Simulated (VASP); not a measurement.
# Mg (Magnesium): molecular dynamics, part 2 of 3

Aim: follow Mg (Magnesium) in time and read averages from the run. The start is a cell from a database of measured crystal structures.

VASP 6.6.1, plane waves and PAW; the level of theory is named at each step.

So far. Step 2 (Relax the host): The run ended after 5 ionic steps, 0.007 eV below its first step, once forces and stress met EDIFFG = -0.02.

## 3. Molecular dynamics

This step: molecular dynamics on a force field learned on the fly from PBEsol, most frames from the fitted field; plane waves and PAW (Mg) (VASP 6.6.1).

System of this step: Mg (Magnesium). Symmetry: P6_3/mmc, No. 194, hexagonal system. Conventional cell: a = 3.184 Å, b = 3.184 Å, c = 5.110 Å, α = 90.00°, β = 90.00°, γ = 120.00°. Nearest to Mg lie 12 Mg at 3.15 to 3.18 Å.

Few k-points, a looser threshold and, at fixed cell, a modest cutoff make many steps affordable, at some cost in the accuracy of forces and more in that of pressure. The electronic smearing is set to the highest ionic temperature of the stage, and to no less than 300 K.

INCAR

```
SYSTEM = Mg
PREC = Normal
ENCUT = 220
EDIFF = 1E-04
NELM = 120
ISMEAR = -1
SIGMA = 0.0603
LREAL = Auto
ALGO = VeryFast
GGA = PS
NBANDS = 64
LWAVE = .FALSE.
LCHARG = .FALSE.
KPAR = 4
LASPH = .TRUE.
IBRION = 0
NSW = 1750
POTIM = 2
TEBEG = 700
TEEND = 700
ISYM = 0
ISIF = 2
NELMIN = 4
MAXMIX = 40
NBLOCK = 1
RANDOM_SEED = 451716 0 0
NWRITE = 1
MDALGO = 2
SMASS = 1
ML_LMLFF = .TRUE.
ML_MODE = train
```

POSCAR

```
Mg
1.0
    9.5510946396      0.0000000000      0.0000000000
   -4.7755473198      8.2714905921      0.0000000000
    0.0000000000      0.0000000000     10.2203916480
Mg
36
Direct
    0.2222222222      0.1111111111      0.3750000000
    0.2222222222      0.1111111111      0.8750000000
    0.2222222222      0.4444444444      0.3750000000
    0.2222222222      0.4444444444      0.8750000000
    0.2222222222      0.7777777778      0.3750000000
    0.2222222222      0.7777777778      0.8750000000
    0.5555555556      0.1111111111      0.3750000000
    0.5555555556      0.1111111111      0.8750000000
    0.5555555556      0.4444444444      0.3750000000
    0.5555555556      0.4444444444      0.8750000000
    0.5555555556      0.7777777778      0.3750000000
    0.5555555556      0.7777777778      0.8750000000
    0.8888888889      0.1111111111      0.3750000000
    0.8888888889      0.1111111111      0.8750000000
    0.8888888889      0.4444444444      0.3750000000
    0.8888888889      0.4444444444      0.8750000000
    0.8888888889      0.7777777778      0.3750000000
    0.8888888889      0.7777777778      0.8750000000
    0.1111111111      0.2222222222      0.1250000000
    0.1111111111      0.2222222222      0.6250000000
    0.1111111111      0.5555555556      0.1250000000
    0.1111111111      0.5555555556      0.6250000000
    0.1111111111      0.8888888889      0.1250000000
    0.1111111111      0.8888888889      0.6250000000
    0.4444444444      0.2222222222      0.1250000000
    0.4444444444      0.2222222222      0.6250000000
    0.4444444444      0.5555555556      0.1250000000
    0.4444444444      0.5555555556      0.6250000000
    0.4444444444      0.8888888889      0.1250000000
    0.4444444444      0.8888888889      0.6250000000
    0.7777777778      0.2222222222      0.1250000000
    0.7777777778      0.2222222222      0.6250000000
    0.7777777778      0.5555555556      0.1250000000
    0.7777777778      0.5555555556      0.6250000000
    0.7777777778      0.8888888889      0.1250000000
    0.7777777778      0.8888888889      0.6250000000
```

KPOINTS

```
Automatic mesh
0
Gamma
2 2 2
0 0 0
```

Potentials, in the order of the species: Mg (PBE family, release 64).

Started as:

```sh
mpirun -np 4 vasp_std
```

The program printed:

```text
[banner, memory and clock lines left out]
running    4 mpi-ranks, on    1 nodes
 distrk:  each k-point on    1 cores,    4 groups
 distr:  one band on    1 cores,    1 groups

 POSCAR found type information on POSCAR Mg
 POSCAR found :  1 types and      36 ions
 [... a notice as in an earlier step ...]

 LDA part: xc-table for (Slater+PW92), standard interpolation
 Machine learning feature enabled
 Passing communicator to machine learning
 Initializing machine learning...
 - Setting up shared memory
 - Starting setup for ML_MODE = train
 - No ML_AB file present, starting from scratch
 - Set file names and create output files
 - Determine present atom types
 - Setting up force field parameters
 - Estimating memory consumption
 - Allocating main work arrays
 - Preparing memory for new training data
 - Preparing spherical harmonics calculator
 Completed machine learning initialization
 POSCAR, INCAR and KPOINTS ok, starting setup
 FFT: planning ... GRIDC
 FFT: planning ... GRID_SOFT
 FFT: planning ... GRID
 WAVECAR not read
 entering main loop
       N       E                     dE             d eps       ncg     rms          rms(c)
RMM:   1     0.941611959706E+02    0.94161E+02   -0.79465E+03   512   0.325E+02
RMM:   2    -0.307554833849E+02   -0.12492E+03   -0.11807E+03   512   0.660E+01
RMM:   3    -0.540089872925E+02   -0.23254E+02   -0.20306E+02   512   0.191E+01
RMM:   4    -0.593665050630E+02   -0.53575E+01   -0.36141E+01   512   0.978E+00
RMM:   5    -0.607713032876E+02   -0.14048E+01   -0.90664E+00   512   0.458E+00
RMM:   6    -0.611290275226E+02   -0.35772E+00   -0.26865E+00   512   0.225E+00
RMM:   7    -0.612281162363E+02   -0.99089E-01   -0.81942E-01   512   0.116E+00
RMM:   8    -0.612561547641E+02   -0.28039E-01   -0.24639E-01   512   0.589E-01
RMM:   9    -0.612638566460E+02   -0.77019E-02   -0.69638E-02   960   0.304E-01
RMM:  10    -0.612668679279E+02   -0.30113E-02   -0.29096E-02   873   0.145E-01
RMM:  11    -0.612673177484E+02   -0.44982E-03   -0.35046E-03   783   0.658E-02
RMM:  12    -0.612674666532E+02   -0.14890E-03   -0.14629E-03   722   0.320E-02    0.410E+00
RMM:  13    -0.610881941608E+02    0.17927E+00   -0.70590E-03  1024   0.253E-01    0.261E+00
RMM:  14    -0.609181191270E+02    0.17008E+00   -0.33886E-02  1024   0.533E-01    0.124E-01
RMM:  15    -0.609181746796E+02   -0.55553E-04   -0.15207E-03  1024   0.117E-01    0.233E-02
RMM:  16    -0.609181730869E+02    0.15926E-05   -0.11848E-04   740   0.345E-02
      1 T=   700. E= -.57751284E+02 F= -.60918173E+02 E0= -.60783889E+02  EK= 0.31669E+01 SP= 0.00E+00 SK= 0.00E+00
 bond charge predicted
       N       E                     dE             d eps       ncg     rms          rms(c)
RMM:   1    -0.609009432164E+02    0.17231E-01   -0.40265E-01  1024   0.176E+00    0.127E-01
RMM:   2    -0.609015881417E+02   -0.64493E-03   -0.20761E-02  1024   0.456E-01    0.613E-02
RMM:   3    -0.609018341700E+02   -0.24603E-03   -0.41793E-03  1024   0.220E-01    0.316E-02
RMM:   4    -0.609018801455E+02   -0.45976E-04   -0.62345E-04  1025   0.885E-02
      2 T=   696. E= -.57751539E+02 F= -.60901880E+02 E0= -.60767761E+02  EK= 0.31503E+01 SP= 0.17E-08 SK= 0.33E-15
[... from here on, the cycles between the ionic steps are left out ...]
     30 T=   518. E= -.57758854E+02 F= -.59047442E+02 E0= -.59047442E+02  EK= 0.23423E+01 SP= -.26E+01 SK= 0.15E+01
     59 T=  1231. E= -.57653590E+02 F= -.55124030E+02 E0= -.55124030E+02  EK= 0.55686E+01 SP= -.83E+01 SK= 0.18E+00
     88 T=   825. E= -.57587189E+02 F= -.55494365E+02 E0= -.55494365E+02  EK= 0.37338E+01 SP= -.64E+01 SK= 0.57E+00
    117 T=   600. E= -.57577684E+02 F= -.58791526E+02 E0= -.58791526E+02  EK= 0.27153E+01 SP= -.20E+01 SK= 0.52E+00
    146 T=   378. E= -.57576548E+02 F= -.59182513E+02 E0= -.59182513E+02  EK= 0.17118E+01 SP= -.15E+00 SK= 0.48E-01
    175 T=   538. E= -.57577032E+02 F= -.57563217E+02 E0= -.57563217E+02  EK= 0.24360E+01 SP= -.30E+01 SK= 0.55E+00
    204 T=  1128. E= -.57591175E+02 F= -.55966792E+02 E0= -.55966792E+02  EK= 0.51025E+01 SP= -.69E+01 SK= 0.20E+00
    233 T=   682. E= -.57584700E+02 F= -.56096982E+02 E0= -.56096982E+02  EK= 0.30860E+01 SP= -.50E+01 SK= 0.42E+00
    262 T=   398. E= -.57580934E+02 F= -.58764061E+02 E0= -.58764061E+02  EK= 0.17995E+01 SP= -.99E+00 SK= 0.37E+00
    291 T=   548. E= -.57582093E+02 F= -.59323386E+02 E0= -.59323386E+02  EK= 0.24803E+01 SP= -.93E+00 SK= 0.19E+00
    320 T=   943. E= -.57583743E+02 F= -.57739263E+02 E0= -.57739263E+02  EK= 0.42642E+01 SP= -.45E+01 SK= 0.44E+00
    349 T=   809. E= -.57636394E+02 F= -.55429122E+02 E0= -.55332800E+02  EK= 0.36578E+01 SP= -.59E+01 SK= 0.58E-02
    378 T=   801. E= -.57588989E+02 F= -.57080971E+02 E0= -.57080971E+02  EK= 0.36254E+01 SP= -.44E+01 SK= 0.27E+00
    407 T=   541. E= -.57586929E+02 F= -.58707292E+02 E0= -.58707292E+02  EK= 0.24477E+01 SP= -.15E+01 SK= 0.13E+00
    436 T=   446. E= -.57586686E+02 F= -.58674739E+02 E0= -.58674739E+02  EK= 0.20193E+01 SP= -.10E+01 SK= 0.67E-01
    465 T=   729. E= -.57587789E+02 F= -.57178025E+02 E0= -.57178025E+02  EK= 0.32971E+01 SP= -.43E+01 SK= 0.54E+00
    494 T=   930. E= -.57589854E+02 F= -.55838929E+02 E0= -.55838929E+02  EK= 0.42068E+01 SP= -.60E+01 SK= 0.66E-01
    523 T=   744. E= -.57588415E+02 F= -.57685152E+02 E0= -.57685152E+02  EK= 0.33647E+01 SP= -.36E+01 SK= 0.35E+00
    552 T=   553. E= -.57587388E+02 F= -.58890033E+02 E0= -.58890033E+02  EK= 0.25031E+01 SP= -.12E+01 SK= 0.34E-01
    581 T=   615. E= -.57587530E+02 F= -.58689681E+02 E0= -.58689681E+02  EK= 0.27802E+01 SP= -.18E+01 SK= 0.13E+00
    610 T=   797. E= -.57588767E+02 F= -.57096763E+02 E0= -.57096763E+02  EK= 0.36074E+01 SP= -.43E+01 SK= 0.22E+00
    639 T=   872. E= -.57595379E+02 F= -.55717793E+02 E0= -.55717793E+02  EK= 0.39435E+01 SP= -.58E+01 SK= 0.86E-02
    668 T=   680. E= -.57593208E+02 F= -.57099452E+02 E0= -.57099452E+02  EK= 0.30779E+01 SP= -.40E+01 SK= 0.41E+00
    697 T=   508. E= -.57592501E+02 F= -.58885694E+02 E0= -.58885694E+02  EK= 0.22987E+01 SP= -.11E+01 SK= 0.11E+00
    726 T=   513. E= -.57592577E+02 F= -.58612788E+02 E0= -.58612788E+02  EK= 0.23197E+01 SP= -.15E+01 SK= 0.23E+00
    755 T=   766. E= -.57594308E+02 F= -.56889512E+02 E0= -.56889512E+02  EK= 0.34655E+01 SP= -.43E+01 SK= 0.92E-01
    784 T=   894. E= -.57595401E+02 F= -.56241522E+02 E0= -.56241522E+02  EK= 0.40450E+01 SP= -.54E+01 SK= 0.94E-03
    813 T=   856. E= -.57595383E+02 F= -.57839939E+02 E0= -.57839939E+02  EK= 0.38708E+01 SP= -.39E+01 SK= 0.25E+00
    842 T=   464. E= -.57593258E+02 F= -.58665021E+02 E0= -.58665021E+02  EK= 0.21013E+01 SP= -.11E+01 SK= 0.56E-01
    871 T=   570. E= -.57593732E+02 F= -.58546917E+02 E0= -.58546917E+02  EK= 0.25808E+01 SP= -.18E+01 SK= 0.21E+00
    900 T=   887. E= -.57596161E+02 F= -.57176103E+02 E0= -.57176103E+02  EK= 0.40149E+01 SP= -.45E+01 SK= 0.81E-01
    929 T=   985. E= -.57596617E+02 F= -.56712219E+02 E0= -.56712219E+02  EK= 0.44576E+01 SP= -.53E+01 SK= 0.13E-03
    958 T=   566. E= -.57594079E+02 F= -.57532546E+02 E0= -.57532546E+02  EK= 0.25606E+01 SP= -.29E+01 SK= 0.26E+00
    987 T=   540. E= -.57593489E+02 F= -.58654688E+02 E0= -.58654688E+02  EK= 0.24433E+01 SP= -.14E+01 SK= 0.21E-02
   1016 T=   656. E= -.57594021E+02 F= -.58147322E+02 E0= -.58147322E+02  EK= 0.29686E+01 SP= -.26E+01 SK= 0.19E+00
   1045 T=   787. E= -.57595295E+02 F= -.56780045E+02 E0= -.56780045E+02  EK= 0.35613E+01 SP= -.44E+01 SK= 0.34E-01
   1074 T=   698. E= -.57594602E+02 F= -.56912718E+02 E0= -.56912718E+02  EK= 0.31600E+01 SP= -.39E+01 SK= 0.91E-01
   1103 T=   674. E= -.57593762E+02 F= -.58204562E+02 E0= -.58204562E+02  EK= 0.30474E+01 SP= -.25E+01 SK= 0.56E-01
   1132 T=   448. E= -.57593218E+02 F= -.58149224E+02 E0= -.58149224E+02  EK= 0.20284E+01 SP= -.15E+01 SK= 0.36E-02
   1161 T=   681. E= -.57594106E+02 F= -.57558679E+02 E0= -.57558679E+02  EK= 0.30788E+01 SP= -.34E+01 SK= 0.28E+00
   1190 T=   841. E= -.57596086E+02 F= -.56717282E+02 E0= -.56717282E+02  EK= 0.38042E+01 SP= -.47E+01 SK= 0.21E-01
   1219 T=   785. E= -.57595253E+02 F= -.57996855E+02 E0= -.57996855E+02  EK= 0.35493E+01 SP= -.33E+01 SK= 0.17E+00
   1248 T=   573. E= -.57594167E+02 F= -.58474858E+02 E0= -.58474858E+02  EK= 0.25918E+01 SP= -.17E+01 SK= 0.40E-02
   1277 T=   715. E= -.57594441E+02 F= -.58428252E+02 E0= -.58428252E+02  EK= 0.32349E+01 SP= -.25E+01 SK= 0.70E-01
   1306 T=   644. E= -.57594478E+02 F= -.56855660E+02 E0= -.56855660E+02  EK= 0.29134E+01 SP= -.38E+01 SK= 0.12E+00
   1335 T=   723. E= -.57594548E+02 F= -.56846602E+02 E0= -.56846602E+02  EK= 0.32693E+01 SP= -.41E+01 SK= 0.92E-01
   1364 T=   695. E= -.57594522E+02 F= -.57981648E+02 E0= -.57981648E+02  EK= 0.31445E+01 SP= -.28E+01 SK= 0.54E-01
   1393 T=   585. E= -.57593884E+02 F= -.58197011E+02 E0= -.58197011E+02  EK= 0.26482E+01 SP= -.20E+01 SK= 0.84E-04
   1422 T=   729. E= -.57594992E+02 F= -.58061346E+02 E0= -.58061346E+02  EK= 0.32985E+01 SP= -.29E+01 SK= 0.41E-01
   1451 T=   733. E= -.57595071E+02 F= -.57228995E+02 E0= -.57228995E+02  EK= 0.33174E+01 SP= -.37E+01 SK= 0.14E-01
   1480 T=   796. E= -.57595220E+02 F= -.57390054E+02 E0= -.57390054E+02  EK= 0.36006E+01 SP= -.38E+01 SK= 0.98E-02
   1509 T=   602. E= -.57594391E+02 F= -.57740044E+02 E0= -.57740044E+02  EK= 0.27222E+01 SP= -.26E+01 SK= 0.38E-01
   1538 T=   758. E= -.57594993E+02 F= -.58454897E+02 E0= -.58454897E+02  EK= 0.34270E+01 SP= -.26E+01 SK= 0.31E-02
   1567 T=   713. E= -.57594526E+02 F= -.57600109E+02 E0= -.57600109E+02  EK= 0.32241E+01 SP= -.34E+01 SK= 0.14E+00
   1596 T=   793. E= -.57595526E+02 F= -.57447613E+02 E0= -.57447613E+02  EK= 0.35897E+01 SP= -.38E+01 SK= 0.18E-01
   1625 T=   495. E= -.57593596E+02 F= -.57475641E+02 E0= -.57475641E+02  EK= 0.22403E+01 SP= -.24E+01 SK= 0.12E-01
   1654 T=   625. E= -.57593845E+02 F= -.57648662E+02 E0= -.57648662E+02  EK= 0.28264E+01 SP= -.28E+01 SK= 0.40E-01
   1683 T=   765. E= -.57595055E+02 F= -.57600139E+02 E0= -.57600139E+02  EK= 0.34629E+01 SP= -.35E+01 SK= 0.52E-02
   1712 T=   682. E= -.57594738E+02 F= -.57606500E+02 E0= -.57606500E+02  EK= 0.30858E+01 SP= -.31E+01 SK= 0.42E-02
   1741 T=   751. E= -.57594956E+02 F= -.57955910E+02 E0= -.57955910E+02  EK= 0.33993E+01 SP= -.30E+01 SK= 0.67E-03
   1749 T=   721. E= -.57594700E+02 F= -.57893764E+02 E0= -.57893764E+02  EK= 0.32617E+01 SP= -.30E+01 SK= 0.44E-02
   1750 T=   716. E= -.57594720E+02 F= -.57886237E+02 E0= -.57886237E+02  EK= 0.32413E+01 SP= -.30E+01 SK= 0.48E-02
```

Elapsed: 20 min, on 4 MPI ranks of Intel Xeon Platinum 8259CL at 2.50GHz (Skylake/Cascade Lake), shared host; peak memory 3.9 GiB; 72 min of CPU time.

[end of part 2 of 3]

[Lines on the potential files, build, host, timing and source positions are cut from VASP's logs without a mark.]

[Logs are printed without paths, hosts, clocks, repeated set-up lines and the standing remarks that a program may print on its own settings, such as how far it seeks lower states.]

[Hosts, paths, dates, database ids (printed as entryN), source tags and the programs' standing remarks are cut or masked in the printed files.]

[Runs that stopped without an error message from VASP are left out.]
